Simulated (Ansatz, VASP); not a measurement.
**Cross-check of SnO (Romarchite) between VASP and Ansatz**

Aim: how closely do two programs agree when they are given the same cell, functional and k mesh? The cell is taken from a series of runs on this material, whose earlier steps may have relaxed, scaled, displaced or heated it; both programs get it as it stands.

Method: plane waves, with VASP 6.6.1 beside it; zone-centre phonons at PBEsol with D3(BJ), in Ansatz 0.2.0.

### Step 1. Starting point

Symmetry: P4/nmm, No. 129, tetragonal system. Conventional cell: a = 3.685 Å, b = 3.685 Å, c = 4.293 Å, α = 90.00°, β = 90.00°, γ = 90.00°. Nearest to O lie 4 Sn at 2.18 Å. Sn has 4 O at 2.18 Å nearest. Farther neighbours and most contacts between anions are not listed.

### Step 2. VASP: zone-centre phonons, PBEsol with D3(BJ)

Second derivatives magnify differences that forces hide, and they need a tight electronic threshold.

Lines of VASP's logs that name or quote its potential files are left out, and so is its time.

File INCAR:

```
SYSTEM = SnO
PREC = Accurate
ENCUT = 600
EDIFF = 1E-08
NELM = 120
ISMEAR = 1
SIGMA = 0.2
LREAL = .FALSE.
ALGO = Normal
GGA = PS
IVDW = 12
NBANDS = 26
LORBIT = 11
LWAVE = .FALSE.
LCHARG = .FALSE.
ISIF = 2
IBRION = 6
NFREE = 2
POTIM = 0.015
NSW = 1
LASPH = .TRUE.
GGA_COMPAT = .FALSE.
KPAR = 2
```

File POSCAR:

```
SnO
1.0
    3.6853427466      0.0000000000      0.0000000000
    0.0000000000      3.6853427466      0.0000000000
    0.0000000000      0.0000000000      4.2927171506
O Sn
2 2
Direct
    0.0000000000      0.0000000000      0.0000000000
    0.5000000000      0.5000000000      0.0000000000
    0.5000000000      0.0000000000      0.2709122506
    0.0000000000      0.5000000000      0.7290877494
```

File KPOINTS:

```
Automatic mesh
0
Gamma
12 12 12
0 0 0
```

Potentials, in the order of the species: O and Sn_d (PBE family, release 64).

Started as:

```
> mpirun -np 2 vasp_std
```

Numbers of over 12 decimals in the logs are rounded to 6 here.

The log of the run:

```text
[banner, memory and clock lines left out]
running    2 mpi-ranks, on    1 nodes
 distrk:  each k-point on    1 cores,    2 groups
 distr:  one band on    1 cores,    1 groups

 POSCAR found type information on POSCAR O Sn
 POSCAR found :  2 types and       4 ions
|                                                                             |
|               ----> ADVICE to this user running VASP <----                  |
|                                                                             |
|     You enforced a specific xc type in the INCAR file but a different       |
|     [... a line on the potential file left out ...]
|     I HOPE YOU KNOW WHAT YOU ARE DOING!                                     |
|                                                                             |

 LDA part: xc-table for (Slater+PW92), standard interpolation
 POSCAR, INCAR and KPOINTS ok, starting setup
 FFT: planning ... GRIDC
 FFT: planning ... GRID_SOFT
 FFT: planning ... GRID
 WAVECAR not read
 entering main loop
       N       E                     dE             d eps       ncg     rms          rms(c)
DAV:   1     0.422989294356E+03    0.42299E+03   -0.22064E+04 10344   0.274E+03
DAV:   2     0.329564337102E+02   -0.39003E+03   -0.37917E+03 10616   0.585E+02
DAV:   3    -0.243821468165E+02   -0.57339E+02   -0.56312E+02 11600   0.193E+02
DAV:   4    -0.269350063893E+02   -0.25529E+01   -0.25374E+01 12306   0.419E+01
DAV:   5    -0.269877398791E+02   -0.52733E-01   -0.52689E-01 12236   0.651E+00    0.108E+01
DAV:   6    -0.239677633560E+02    0.30200E+01   -0.14025E+01 16962   0.456E+01    0.465E+00
DAV:   7    -0.239802474351E+02   -0.12484E-01   -0.15629E+00 11108   0.816E+00    0.243E+00
DAV:   8    -0.239607502551E+02    0.19497E-01   -0.30919E-01 14756   0.411E+00    0.796E-01
DAV:   9    -0.239473573238E+02    0.13393E-01   -0.65797E-02 16400   0.313E+00    0.200E-01
DAV:  10    -0.239481156904E+02   -0.75837E-03   -0.73788E-03 15158   0.934E-01    0.108E-01
DAV:  11    -0.239478981701E+02    0.21752E-03   -0.13626E-03 15834   0.421E-01    0.192E-02
DAV:  12    -0.239479187299E+02   -0.20560E-04   -0.20178E-04 10730   0.874E-02    0.242E-02
DAV:  13    -0.239479122977E+02    0.64322E-05   -0.25267E-05 14776   0.414E-02    0.180E-03
DAV:  14    -0.239479126064E+02   -0.30863E-06   -0.19105E-06 11490   0.953E-03    0.194E-03
DAV:  15    -0.239479126770E+02   -0.70639E-07   -0.11672E-07 13190   0.385E-03    0.166E-03
DAV:  16    -0.239479127548E+02   -0.77783E-07   -0.10504E-07 12008   0.346E-03    0.170E-04
DAV:  17    -0.239479127637E+02   -0.89412E-08   -0.87305E-09  5954   0.117E-03
   1 F= -.24991198E+02 E0= -.24990854E+02  d E =-.103274E-02
[... from here on, the cycles between the ionic steps are left out ...]
   2 F= -.24989995E+02 E0= -.24989653E+02  d E =-.102645E-02
   3 F= -.24989995E+02 E0= -.24989653E+02  d E =-.102646E-02
   4 F= -.24990281E+02 E0= -.24989937E+02  d E =-.103353E-02
   5 F= -.24990281E+02 E0= -.24989937E+02  d E =-.103353E-02
   6 F= -.24990384E+02 E0= -.24990041E+02  d E =-.102949E-02
   7 F= -.24990384E+02 E0= -.24990041E+02  d E =-.102949E-02
   8 F= -.24991102E+02 E0= -.24990805E+02  d E =-.889706E-03
 Finite differences progress:
  Degree of freedom:   4/  4
  Displacement:        1/  2
  Total:               7/  8
 bond charge predicted
       N       E                     dE             d eps       ncg     rms          rms(c)
DAV:   1    -0.239333107845E+02    0.14447E-01   -0.43801E+00 11660   0.121E+01    0.398E-01
DAV:   2    -0.239449213832E+02   -0.11611E-01   -0.12157E-01 14944   0.276E+00    0.135E-01
DAV:   3    -0.239447401007E+02    0.18128E-03   -0.10303E-03 15452   0.955E-01    0.967E-02
DAV:   4    -0.239446795772E+02    0.60523E-04   -0.37753E-04 17132   0.627E-01    0.325E-02
DAV:   5    -0.239446986137E+02   -0.19036E-04   -0.19647E-04 11310   0.141E-01    0.742E-03
DAV:   6    -0.239446984848E+02    0.12890E-06   -0.59534E-06 15354   0.378E-02    0.502E-03
DAV:   7    -0.239446984567E+02    0.28021E-07   -0.10974E-06 13020   0.172E-02    0.106E-03
DAV:   8    -0.239446985243E+02   -0.67606E-07   -0.12323E-07 15346   0.599E-03    0.708E-04
DAV:   9    -0.239446985463E+02   -0.21995E-07   -0.99660E-09  5884   0.274E-03    0.187E-04
DAV:  10    -0.239446985504E+02   -0.40363E-08   -0.10504E-08  5634   0.192E-03
   9 F= -.24987927E+02 E0= -.24987539E+02  d E =-.116518E-02
 Finite differences progress:
  Degree of freedom:   4/  4
  Displacement:        2/  2
  Total:               8/  8
```

Parts of OUTCAR (step 2):

```text
ion  position               nearest neighbor table
   1  0.000  0.000  0.000-   3 2.18   4 2.18   4 2.18   3 2.18
   2  0.500  0.500  0.000-   3 2.18   4 2.18   3 2.18   4 2.18
   3  0.500  0.000  0.271-   1 2.18   2 2.18   2 2.18   1 2.18   4 3.26   4 3.26   4 3.26   4 3.26
                             4 3.49   4 3.49   4 3.49   4 3.49
   4  0.000  0.500  0.729-   1 2.18   2 2.18   1 2.18   2 2.18   3 3.26   3 3.26   3 3.26   3 3.26
                             3 3.49   3 3.49   3 3.49   3 3.49

  LATTYP: Found a simple tetragonal cell.
 ALAT       =     3.6853427466
 C/A-ratio  =     1.1648081185

 Subroutine GETGRP returns: Found 16 space group operations
 (whereof  8 operations were pure point group operations)

The static configuration has the point symmetry D_2d.
 The point group associated with its full space group is D_4h.

 Found    196 irreducible k-points:

   k-points           NKPTS =    196   k-points in BZ     NKDIM =    196   number of bands    NBANDS=     26

   dimension x,y,z NGX =    30 NGY =   30 NGZ =   36
   dimension x,y,z NGXF=    60 NGYF=   60 NGZF=   72

   ENCUT  =  600.0 eV  44.10 Ry    6.64 a.u.   7.36  7.36  8.57*2*pi/ulx,y,z

   NELECT =      40.0000    total number of electrons

 k-points in reciprocal lattice and weights: Automatic mesh
   0.00000000  0.00000000  0.00000000       0.001
   0.08333333  0.00000000  0.00000000       0.002
   0.16666667  0.00000000  0.00000000       0.002
   0.25000000  0.00000000  0.00000000       0.002
   0.33333333  0.00000000  0.00000000       0.002
   0.41666667  0.00000000  0.00000000       0.002
   0.50000000  0.00000000  0.00000000       0.001
   0.08333333  0.08333333  0.00000000       0.002
   0.16666667  0.08333333  0.00000000       0.005
[...]
24      15.6881      0.00000
    ...

 k-point     3 :       0.1667    0.0000    0.0000
  band No.  band energies     occupation
    ...
     16       2.6482      2.00000
     17       5.1143      2.00000
     18       5.6316      2.00000
     19       5.6600      2.00000
     20       9.4169      1.15184
     21      12.2374     -0.00000
     22      13.1625     -0.00000
     23      13.7389      0.00000
     24      15.6876      0.00000
     25      15.9152      0.00000
    ...

 k-point     4 :       0.2500    0.0000    0.0000
  band No.  band energies     occupation
    ...
     16       2.8913      2.00000
     17       4.7456      2.00000
     18       5.3399      2.00000
     19       5.4206      2.00000
     20       8.7594      2.00002
     21      12.2052     -0.00000
     22      13.7095      0.00000
     23      13.9956      0.00000
     24      15.5331      0.00000
     25      16.0071      0.00000
    ...

 k-point     5 :       0.3333    0.0000    0.0000
  band No.  band energies     occupation
    ...
     16       3.1825      2.00000
     17       4.4424      2.00000
     18       4.9383      2.00000
     19       5.3157      2.00000
     20       7.8119      2.00000
     21      12.6086     -0.00000
     22      13.9078      0.00000
     23      14.3457      0.00000
     24      15.8176      0.00000
     25      16.0560      0.00000
    ...

 Edisp (eV)   -1.04323

  Total       2.92695     2.92695     3.01371     0.00000     0.00000     0.00000
  in kB      80.43355    80.43355    82.81798     0.00000     0.00000     0.00000
  external pressure =       81.23 kB  Pullay stress =        0.00 kB

  energy-cutoff  :      600.00
  volume of cell :       58.30
      direct lattice vectors                 reciprocal lattice vectors
     3.685342747  0.000000000  0.000000000     0.271345182  0.000000000  0.000000000
     0.000000000  3.685342747  0.000000000     0.000000000  0.271345182  0.000000000
     0.000000000  0.000000000  4.292717151     0.000000000  0.000000000  0.232952688

 POSITION                                       TOTAL-FORCE (eV/Angst)
 -----------------------------------------------------------------------------------
      0.00000      0.00000      0.00000         0.000000      0.000000     -0.056064
      1.84267      1.84267      0.00000         0.000000      0.000000     -0.056064
      1.84267      0.00000      1.14795         0.000000      0.000000      0.332105
      0.00000      1.84267      3.12977         0.000000      0.000000     -0.219977
 -----------------------------------------------------------------------------------
    total drift:                               -0.000000      0.000000     -0.000186

  FREE ENERGIE OF THE ION-ELECTRON SYSTEM (eV)
  ---------------------------------------------------
  free  energy   TOTEN  =       -24.9879272073 eV

  energy  without entropy=      -24.9867620311  energy(sigma->0) =      -24.98753882

 Eigenvectors and eigenvalues of the dynamical matrix
 ----------------------------------------------------

   1 f  =   15.754415 THz    98.987911 2PiTHz  525.510729 cm-1    65.154997 meV
             X         Y         Z           dx          dy          dz
      0.000000  0.000000  0.000000     0.407318    0.573814    0.000000
      1.842671  1.842671  0.000000    -0.407318   -0.573814   -0.000000
      1.842671  0.000000  1.162950    -0.040226    0.056669    0.000000
      0.000000  1.842671  3.129767     0.040226   -0.056669    0.000000

   2 f  =   15.754415 THz    98.987911 2PiTHz  525.510729 cm-1    65.154997 meV
             X         Y         Z           dx          dy          dz
      0.000000  0.000000  0.000000    -0.573814    0.407318   -0.000000
      1.842671  1.842671  0.000000     0.573814   -0.407318    0.000000
      1.842671  0.000000  1.162950     0.056669    0.040226   -0.000000
      0.000000  1.842671  3.129767    -0.056669   -0.040226   -0.000000

   3 f  =   11.698144 THz    73.501608 2PiTHz  390.208089 cm-1    48.379615 meV
             X         Y         Z           dx          dy          dz
      0.000000  0.000000  0.000000    -0.000000    0.000000   -0.707107
      1.842671  1.842671  0.000000    -0.000000    0.000000    0.707107
      1.842671  0.000000  1.162950     0.000000    0.000000   -0.000000
      0.000000  1.842671  3.129767     0.000000    0.000000   -0.000000

   4 f  =   11.291183 THz    70.944598 2PiTHz  376.633338 cm-1    46.696561 meV
             X         Y         Z           dx          dy          dz
      0.000000  0.000000  0.000000     0.000000   -0.000000    0.663836
      1.842671  1.842671  0.000000     0.000000   -0.000000    0.663836
      1.842671  0.000000  1.162950    -0.000000    0.000000   -0.243561
      0.000000  1.842671  3.129767    -0.000000    0.000000   -0.243561

   5 f  =    9.592900 THz    60.273971 2PiTHz  319.984717 cm-1    39.673031 meV
             X         Y         Z           dx          dy          dz
      0.000000  0.000000  0.000000     0.122922   -0.652294   -0.000000
      1.842671  1.842671  0.000000     0.122922   -0.652294    0.000000
      1.842671  0.000000  1.162950    -0.045135    0.239511    0.000000
      0.000000  1.842671  3.129767    -0.045135    0.239511    0.000000

   6 f  =    9.592900 THz    60.273971 2PiTHz  319.984717 cm-1    39.673031 meV
             X         Y         Z           dx          dy          dz
      0.000000  0.000000  0.000000     0.652294    0.122922   -0.000000
      1.842671  1.842671  0.000000     0.652294    0.122922    0.000000
      1.842671  0.000000  1.162950    -0.239511   -0.045135   -0.000000
      0.000000  1.842671  3.129767    -0.239511   -0.045135    0.000000

   7 f  =    6.825134 THz    42.883580 2PiTHz  227.661956 cm-1    28.226472 meV
             X         Y         Z           dx          dy          dz
      0.000000  0.000000  0.000000    -0.000000    0.000000    0.000000
      1.842671  1.842671  0.000000    -0.000000    0.000000    0.000000
      1.842671  0.000000  1.162950     0.000000   -0.000000   -0.707107
      0.000000  1.842671  3.129767    -0.000000    0.000000    0.707107

   8 f  =    4.082624 THz    25.651883 2PiTHz  136.181679 cm-1    16.884369 meV
             X         Y         Z           dx          dy          dz
      0.000000  0.000000  0.000000     0.000160   -0.069495   -0.000000
      1.842671  1.842671  0.000000    -0.000160    0.069495    0.000000
      1.842671  0.000000  1.162950     0.001622    0.703682   -0.000000
      0.000000  1.842671  3.129767    -0.001622   -0.703682    0.000000

   9 f  =    4.082624 THz    25.651883 2PiTHz  136.181679 cm-1    16.884369 meV
             X         Y         Z           dx          dy          dz
      0.000000  0.000000  0.000000     0.069495    0.000160   -0.000000
      1.842671  1.842671  0.000000    -0.069495   -0.000160   -0.000000
      1.842671  0.000000  1.162950     0.703682   -0.001622   -0.000000
      0.000000  1.842671  3.129767    -0.703682    0.001622   -0.000000

  10 f/i=    0.000468 THz     0.002940 2PiTHz    0.015610 cm-1     0.001935 meV
             X         Y         Z           dx          dy          dz
      0.000000  0.000000  0.000000     0.040031   -0.240417    0.000000
      1.842671  1.842671  0.000000     0.040031   -0.240417    0.000000
      1.842671  0.000000  1.162950     0.109023   -0.654760    0.000000
      0.000000  1.842671  3.129767     0.109023   -0.654760    0.000000

  11 f/i=    0.000468 THz     0.002940 2PiTHz    0.015610 cm-1     0.001935 meV
             X         Y         Z           dx          dy          dz
      0.000000  0.000000  0.000000     0.240417    0.040031    0.000000
      1.842671  1.842671  0.000000     0.240417    0.040031    0.000000
      1.842671  0.000000  1.162950     0.654760    0.109023    0.000000
      0.000000  1.842671  3.129767     0.654760    0.109023    0.000000

  12 f/i=    0.002268 THz     0.014248 2PiTHz    0.075638 cm-1     0.009378 meV
             X         Y         Z           dx          dy          dz
      0.000000  0.000000  0.000000    -0.000000   -0.000000    0.243561
      1.842671  1.842671  0.000000    -0.000000   -0.000000    0.243561
      1.842671  0.000000  1.162950    -0.000000   -0.000000    0.663836
      0.000000  1.842671  3.129767    -0.000000   -0.000000    0.663836

 ELASTIC MODULI CONTR FROM IONIC RELAXATION (kBar)
 Direction    XX          YY          ZZ          XY          YZ          ZX
 --------------------------------------------------------------------------------
 XX        -750.9088     19.2047   -526.1091      0.0000     -0.0000      0.0000
 YY          19.2047   -750.9088   -526.1091      0.0000      0.0000      0.0000
 ZZ        -526.1091   -526.1091   -756.5649      0.0000      0.0000      0.0000
 XY           0.0000      0.0000      0.0000      0.0000      0.0000      0.0000
 YZ          -0.0000      0.0000      0.0000      0.0000   -232.0109     -0.0000
 ZX           0.0000      0.0000      0.0000      0.0000     -0.0000   -232.0086
 --------------------------------------------------------------------------------

 total charge
# of ion       s       p       d       tot
------------------------------------------
    1        1.571   3.459   0.000   5.031
    2        1.571   3.459   0.000   5.031
    3        1.207   0.920  10.127  12.254
    4        1.207   0.920  10.127  12.254
--------------------------------------------------
tot          5.556   8.757  20.254  34.568

[... 1 further part left out ...]
```

Levels, forces or a CONTCAR printed for this step are those of its last displaced cell, not of the structure at rest.

[end of part 1 of 2]

[Lines on the potential files, build, host, timing and source positions are cut from VASP's logs without a mark.]

[Logs are printed without paths, hosts, clocks, repeated set-up lines and the standing remarks that a program may print on its own settings, such as how far it seeks lower states.]

[Hosts, paths, dates, database ids (printed as entryN), source tags and the programs' standing remarks are cut or masked in the printed files.]
